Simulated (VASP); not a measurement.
Output of a VASP run:

**OSZICAR**
```
       N       E                     dE             d eps       ncg     rms          rms(c)
DAV:   1     0.468774801358E+02    0.46877E+02   -0.33560E+03   560   0.801E+02
DAV:   2     0.149016192607E+01   -0.45387E+02   -0.44103E+02   632   0.142E+02
DAV:   3    -0.945084031072E+00   -0.24352E+01   -0.24287E+01   760   0.380E+01
DAV:   4    -0.102711316674E+01   -0.82029E-01   -0.82088E-01   936   0.531E+00
DAV:   5    -0.102759780609E+01   -0.48464E-03   -0.48464E-03   856   0.341E-01    0.119E+00
DAV:   6    -0.102703292973E+01    0.56488E-03   -0.22995E-03   928   0.319E-01    0.721E-01
DAV:   7    -0.102723280804E+01   -0.19988E-03   -0.41541E-03   800   0.434E-01    0.544E-02
DAV:   8    -0.102730745332E+01   -0.74645E-04   -0.14562E-04   768   0.128E-01    0.159E-02
DAV:   9    -0.102731370650E+01   -0.62532E-05   -0.61566E-06   920   0.223E-02    0.450E-03
DAV:  10    -0.102731350952E+01    0.19698E-06   -0.26952E-06   728   0.111E-02
   1 F= -.10273135E+01 E0= -.10269580E+01  d E =-.102731E+01
```

File OUTCAR:
```
------------------------ aborting loop because EDIFF is reached ----------------------------------------
  FORCE on cell =-STRESS in cart. coord.  units (eV):
  Direction    XX          YY          ZZ          XY          YZ          ZX
  --------------------------------------------------------------------------------------
  Total       -0.0079830     -0.0079830     -0.0079830      0.0000000     -0.0000000      0.0000000
  in kB       -0.1476393     -0.1476393     -0.1476393      0.0000000     -0.0000000      0.0000000
  external PRESSURE =      -0.1476393 kB  Pullay stress =       0.0000000 kB
  volume of cell :       86.63
      direct lattice vectors                 reciprocal lattice vectors
    -2.787438433  2.787438433  2.787438433     0.000000000  0.179376159  0.179376159
     2.787438433 -2.787438433  2.787438433     0.179376159  0.000000000  0.179376159
     2.787438433  2.787438433 -2.787438433     0.179376159  0.179376159  0.000000000
 POSITION                                       TOTAL-FORCE (eV/Angst)
 -----------------------------------------------------------------------------------
      0.00000      0.00000      0.00000         0.000000      0.000000      0.000000
 -----------------------------------------------------------------------------------
    total drift:                                0.000000     -0.000000     -0.000000
  FREE ENERGIE OF THE ION-ELECTRON SYSTEM (eV)
  ---------------------------------------------------
  free  energy   TOTEN  =        -1.0273135095 eV

  energy  without entropy=       -1.0262470799  energy(sigma->0) =       -1.02695803

 reached required accuracy - stopping structural energy minimisation
```
(Selected blocks of OUTCAR.)

POSCAR:
```
Rb
1
   -2.7874384333     2.7874384333     2.7874384333
    2.7874384333    -2.7874384333     2.7874384333
    2.7874384333     2.7874384333    -2.7874384333
Rb
1
Direct
  0.0000000000   0.0000000000   0.0000000000
```

Problem. Write an INCAR and KPOINTS that could have produced this output.

Solution. One answer among several that fit: the input of the run itself, PBEsol GGA, plane waves, VASP's PBE PAW potentials (set 64).

### INCAR
```
SYSTEM = Rb
PREC = Accurate
ENCUT = 500
EDIFF = 1E-6
NELM = 100
ALGO = Normal
LREAL = .FALSE.
LASPH = .TRUE.
ISMEAR = 1
SIGMA = 0.1
GGA = PS
LMAXMIX = 4
LWAVE = .FALSE.
LCHARG = .FALSE.
IBRION = 2
ISIF = 3
NSW = 40
EDIFFG = -0.02
```

File KPOINTS:
```
Automatic mesh
0
Gamma
9 9 9
0 0 0
```

POTCAR, in this order: Rb_sv (PBE.64 set). Program: vasp_std.

The compound is Rb in the bcc structure. It was relaxed first.
